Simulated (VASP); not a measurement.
InW:

```
In W
1.0
     3.45698    0.00000    0.00000
     0.00000    3.45698    0.00000
     0.00000    0.00000    3.45698
In W
1 1
Direct
  0.00000 0.00000 0.00000
  0.50000 0.50000 0.50000
```

The cell was built by a generator and needn't be a form met in nature.

- Program: VASP 6.6.1
- Task: relaxation of cell and atoms
- Functional: PBE
- Potentials or basis: VASP PAW PBE potentials, release 64 (In_d, W_sv)
- Cutoff: 600 eV
- k mesh: 6 × 6 × 6
- Occupations: gaussian, width 0.1 eV
- Spin: no spin polarisation

At the start: pressure -14.7 GPa; volume 20.66 Å³/atom.

Task: Where does the relaxation end?

Result: Over 4 steps the energy falls by 121.0 meV/atom and the volume is 18.33 Å³/atom (-11.2 %); space group Pm-3m (No. 221, to 0.05 Å).

Step by step:
```tsv
step	energy change (eV)	largest force (eV/Å)	pressure (GPa)	volume (Å³)
1	0.0000	0.0000	-14.71	41.31
2	0.3635	0.0000	40.16	30.98
3	-0.2416	0.0000	-0.87	36.82
4	-0.2421	0.0000	-0.19	36.67
```

Final structure:
```cif
data_structure
_symmetry_space_group_name_H-M 'P 1'
_symmetry_Int_Tables_number 1
_cell_length_a 3.3222
_cell_length_b 3.3222
_cell_length_c 3.3222
_cell_angle_alpha 90.000
_cell_angle_beta 90.000
_cell_angle_gamma 90.000
_cell_volume 36.67
loop_
_atom_site_label
_atom_site_type_symbol
_atom_site_fract_x
_atom_site_fract_y
_atom_site_fract_z
_atom_site_occupancy
In1 In 0.00000 0.00000 0.00000 1
W1 W 0.50000 0.50000 0.50000 1
```
